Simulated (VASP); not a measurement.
# Fe in VASP: notebook, part 2 of 2

VASP 6.6.1. The steps go on from the part before.

**4. Single point, PBE, collinear spin, ferromagnetic start**

Input file INCAR:

```
  PREC = Accurate
  ENCUT = 520
  EDIFF = 1E-6
  ISMEAR = 1
  SIGMA = 0.1
  LREAL = F
  LASPH = T
  NELM = 150
  ALGO = Normal
  ISIF = 2
  LWAVE = F
  LCHARG = F
  ISPIN = 2
  MAGMOM = 2.4 2.4 2.4 2.4 2.4 2.4 2.4
  LORBIT = 11
  LMAXMIX = 4
  LDIPOL = T
  IDIPOL = 3
  DIPOL = 0.5 0.5 0.500
  GGA = PE
  NBANDS = 41
  AMIX = 0.2
  BMIX = 1E-4
  AMIX_MAG = 0.8
  BMIX_MAG = 1E-4
  LVHAR = T
  LVACPOTAV = T
  ICORELEVEL = 1
  KPAR = 4
```

Input file KPOINTS:

```
regular mesh
0
Gamma
  12 12 1
```

Input file POSCAR:

```
Fe                                      
1.0
    4.0011835200      0.0000000000      0.0000000000
   -2.0005917600      3.4651265700      0.0000000000
    0.0000000000      0.0000000000     19.9004290000
  Fe            
     7
Direct
     0.6666666699999979    0.3333333300000021    0.3799336540857765
     0.3333333300000021    0.6666666699999979    0.4206664944800780
     1.0000000000000000    0.0000000000000000    0.4534830458237529
     0.6666666699999979    0.3333333300000021    0.5000000000000000
     0.3333333300000021    0.6666666699999979    0.5465169541762469
     0.0000000000000000    0.0000000000000000    0.5793335055199219
     0.6666666699999979    0.3333333300000021    0.6200663459142238
```

Potentials or basis: VASP PAW PBE potentials, release 64 (Fe).

Started as:

```console
cat potpaw_PBE.64/Fe/POTCAR > POTCAR
mpirun -np 4 vasp_std > vasp.out
```

OUTCAR:

```text
PREC = Accurate
   ENCUT = 520
   EDIFF = 1E-6
   ISMEAR = 1
   LREAL = F
   LASPH = T
   NELM = 150
   ISIF = 2
   ISPIN = 2
   LORBIT = 11
   GGA = PE
   AMIX = 0.2
   AMIX_MAG = 0.8

 ion  position               nearest neighbor table
   1  0.667  0.333  0.380-   4 2.39   2 2.45   2 2.45   2 2.45   3 2.73   3 2.73   3 2.73
   2  0.333  0.667  0.421-   3 2.40   3 2.40   3 2.40   1 2.45   1 2.45   1 2.45   5 2.50   4 2.80
                             4 2.80   4 2.80
   3  0.000  0.000  0.453-   2 2.40   2 2.40   2 2.40   4 2.49   4 2.49   4 2.49   6 2.50   1 2.73
                             1 2.73   1 2.73   5 2.96   5 2.96   5 2.96
   4  0.667  0.333  0.500-   1 2.39   7 2.39   5 2.49   3 2.49   5 2.49   3 2.49   3 2.49   5 2.49
                             2 2.80   6 2.80   2 2.80   6 2.80   6 2.80   2 2.80
   5  0.333  0.667  0.547-   6 2.40   6 2.40   6 2.40   4 2.49   4 2.49   4 2.49   2 2.50   7 2.73
[... 1901 lines left out ...]
     -0.00000      2.31008     10.87592        -0.000000      0.000000      0.003750
      0.00000      0.00000     11.52899        -0.000000      0.000000      0.003280
      2.00059      1.15504     12.33959        -0.000000      0.000000     -0.003082
 -----------------------------------------------------------------------------------
    total drift:                               -0.000003      0.000002     -0.000002

  FREE ENERGIE OF THE ION-ELECTRON SYSTEM (eV)
  ---------------------------------------------------
  free  energy   TOTEN  =       -52.9383388226 eV

  energy  without entropy=      -52.9399818611  energy(sigma->0) =      -52.93888650

 vacuum level on the upper side and lower side of the slab         2.931         2.931

 total charge

# of ion       s       p       d       tot
------------------------------------------
    1        0.464   0.294   6.200   6.958
    2        0.490   0.459   6.277   7.227
    3        0.482   0.491   6.224   7.197
    4        0.482   0.531   6.249   7.261
    5        0.482   0.491   6.224   7.197
    6        0.490   0.459   6.277   7.227
    7        0.464   0.294   6.200   6.958
--------------------------------------------------
tot          3.356   3.019  43.651  50.025

 magnetization (x)

# of ion       s       p       d       tot
------------------------------------------
    1        0.010   0.006   2.860   2.876
    2       -0.013  -0.023   2.421   2.385
    3       -0.009  -0.047   2.595   2.540
    4       -0.014  -0.060   2.579   2.506
    5       -0.009  -0.047   2.595   2.540
    6       -0.013  -0.023   2.421   2.385
    7        0.010   0.006   2.860   2.876
--------------------------------------------------
tot         -0.037  -0.188  18.331  18.106
```

OSZICAR:

```text
N       E                     dE             d eps       ncg     rms          rms(c)
DAV:   1     0.440350808857E+03    0.44035E+03   -0.22186E+04  3116   0.126E+03
DAV:   2    -0.282053826588E+02   -0.46856E+03   -0.43772E+03  3118   0.323E+02
DAV:   3    -0.573696228380E+02   -0.29164E+02   -0.26368E+02  3585   0.107E+02
DAV:   4    -0.596371196654E+02   -0.22675E+01   -0.21546E+01  4016   0.316E+01
[... 16 lines left out ...]
DAV:  21    -0.529383321162E+02    0.64376E-04   -0.52560E-04  5026   0.326E-01    0.139E-01
DAV:  22    -0.529383327915E+02   -0.67531E-06   -0.17013E-04  4281   0.182E-01    0.492E-02
DAV:  23    -0.529383272074E+02    0.55841E-05   -0.28210E-05  4377   0.635E-02    0.407E-02
DAV:  24    -0.529383380147E+02   -0.10807E-04   -0.25959E-05  4614   0.597E-02    0.215E-02
DAV:  25    -0.529383388226E+02   -0.80794E-06   -0.40125E-06  2876   0.227E-02
   1 F= -.52938339E+02 E0= -.52938887E+02  d E =0.164304E-02  mag=    18.5664
```

stdout:

```text
POSCAR found type information on POSCAR Fe
 POSCAR found :  1 types and       7 ions
 scaLAPACK will be used
 LDA part: xc-table for (Slater+PW92), standard interpolation
 POSCAR, INCAR and KPOINTS ok, starting setup
 FFT: planning ... GRIDC
 FFT: planning ... GRID_SOFT
 FFT: planning ... GRID
 WAVECAR not read
 entering main loop
 -----------------------------------------------------------------------------
|                                                                             |
|           W    W    AA    RRRRR   N    N  II  N    N   GGGG   !!!           |
|           W    W   A  A   R    R  NN   N  II  NN   N  G    G  !!!           |
|           W    W  A    A  R    R  N N  N  II  N N  N  G       !!!           |
|           W WW W  AAAAAA  RRRRR   N  N N  II  N  N N  G  GGG   !            |
|           WW  WW  A    A  R   R   N   NN  II  N   NN  G    G                |
|           W    W  A    A  R    R  N    N  II  N    N   GGGG   !!!           |
|                                                                             |
|     Did not find any points to average over, which means that no vacuum     |
|     field-free region was found. Please increase the size of  your cell     |
|     in the dimension of the dipole correction to obtain accurate            |
|     workfunction values.                                                    |
|                                                                             |
 -----------------------------------------------------------------------------
```

It took 4.1 min on 4 MPI ranks of Intel Xeon Platinum 8488C (Sapphire Rapids), shared host; peak memory 0.62 GiB.

What came out:

```yaml
Free_energy: -52.9383 eV
Largest_force: 0.004 eV/Å
Band_gap_on_the_k_mesh: none (metal or under the smearing width)
Net_moment: 18.56 μB per cell
Site_moments: Fe +2.88, +2.38, +2.54, +2.51 μB
Valence_electrons_inside_the_program's_atomic_spheres: Fe 6.96, 7.23, 7.20, 7.26
Work_function_of_the_upper_face: 3.93 eV
Work_function_of_the_lower_face: 3.93 eV
```

Forces on the atoms (eV/Å):
```
Fe   0.000  0.000  0.003
Fe   0.000  0.000 -0.003
Fe   0.000  0.000 -0.004
Fe   0.000  0.000  0.000
Fe   0.000  0.000  0.004
Fe   0.000  0.000  0.003
Fe   0.000  0.000 -0.003
```

Core levels (eV, on the scale of the bands):
```csv
atom,levels
1 Fe,"1s -6992.7, 2s -813.6, 2p -692.4, 3s -87.7, 3p -53.8"
2 Fe,"1s -6992.5, 2s -813.6, 2p -692.3, 3s -87.5, 3p -53.6"
3 Fe,"1s -6992.7, 2s -813.8, 2p -692.5, 3s -87.7, 3p -53.7"
4 Fe,"1s -6992.7, 2s -813.8, 2p -692.5, 3s -87.7, 3p -53.7"
5 Fe,"1s -6992.7, 2s -813.8, 2p -692.5, 3s -87.7, 3p -53.7"
6 Fe,"1s -6992.5, 2s -813.6, 2p -692.3, 3s -87.5, 3p -53.6"
```
